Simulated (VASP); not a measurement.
Data:

```yaml
crystal:
  lattice:
    - [3.76735, 0.00000, 0.00000]
    - [0.00000, 3.76735, 0.00000]
    - [0.00000, 0.00000, 4.63971]
  atoms:
    - { symbol: Sn, position: [0.00000, 0.50000, 0.24793] }
    - { symbol: Sn, position: [0.50000, 0.00000, 0.75207] }
    - { symbol: O, position: [0.50000, 0.50000, 0.00000] }
    - { symbol: O, position: [0.00000, 0.00000, 0.00000] }
```

Level of theory: LDA (Ceperley-Alder, Perdew-Zunger), VASP's LDA PAW potentials (set 64) (plane waves; VASP). Run with 520 eV cut-off, 9×9×8 Γ-centred mesh, tetrahedra with Blöchl corrections, potentials Sn_d O.

**Question.** The job: SnO (space group P4/nmm), 4 atoms, LDA, static run, 520 eV, 9×9×8 Γ-centred mesh. Roughly how much core time does it take on a busy server core?

**Answer.** About 60 core-seconds (one run on a shared machine, a rough figure). It had 75 irreducible k-points, 24 bands, up to 1798 plane waves and 18 electronic steps.

The structure comes from a computed database's SnO entry (P4/nmm); how it stands against other phases isn't given here. It was relaxed first, which changed the volume by -7 %.
